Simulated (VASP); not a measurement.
Input:

```yaml
crystal:
  lattice:
    - [3.46512, 0.00000, 0.00000]
    - [0.00000, 3.46512, 0.00000]
    - [0.00000, 0.00000, 3.46512]
  atoms:
    - { symbol: Si, position: [0.00000, 0.00000, 0.00000] }
    - { symbol: Ni, position: [0.00000, 0.50000, 0.50000] }
    - { symbol: Ni, position: [0.50000, 0.00000, 0.50000] }
    - { symbol: Ni, position: [0.50000, 0.50000, 0.00000] }
```

Level of theory: PBE GGA with D3 dispersion (Becke-Johnson damping), VASP's PBE PAW potentials (set 64) (plane waves; VASP 6.6.1). Settings: 520 eV cut-off, 9×9×9 Γ-centred mesh, first-order Methfessel-Paxton smearing of 0.10 eV, potentials Si Ni.

Give the energy at these volumes per atom, relative to the lowest: 9.79, 10.10, 10.41, 10.73, 11.04 Å³.

29.4, 6.6, 0.0, 7.0, 25.3 meV/atom. A third-order Birch-Murnaghan fit gives B0 = 233 GPa and B0′ = 4.8.

Measured: a 3.510 Å (computed value off by -1.3 %), as given by Metallic Nickel Silicides: Experiments and Theory for NiSi and First Principles Calculations for Other Phases, …. The calculation is for a static lattice, while the measured a holds thermal and zero-point effects, which are part of the difference.

The compound is Ni3Si in the L1_2 structure. It was relaxed first. The run is not spin-polarised, so no magnetic state was tried.
